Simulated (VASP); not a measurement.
Input:

```yaml
crystal:
  lattice:
    - [0.00000, 2.01898, 2.01898]
    - [2.01898, 0.00000, 2.01898]
    - [2.01898, 2.01898, 0.00000]
  atoms:
    - { symbol: Li, position: [0.00000, 0.00000, 0.00000] }
    - { symbol: H, position: [0.50000, 0.50000, 0.50000] }
```

Method: PBE GGA, VASP's PBE PAW potentials (set 64) (plane waves; VASP 6.6.1). Settings: 520 eV cut-off, 11×11×11 Γ-centred mesh, Gaussian smearing of 0.050 eV, potentials Li_sv H.

Task: What does the run give for the energy per atom (σ→0), pressure?

Result: 
```yaml
energy per atom (σ→0): -3063 meV/atom
pressure: -1.04 GPa
```

Only differences to runs with the same potentials and settings are physical.

The compound is LiH in the rock salt structure. This cell is one point of a volume scan, at 1.03 of the reference volume.
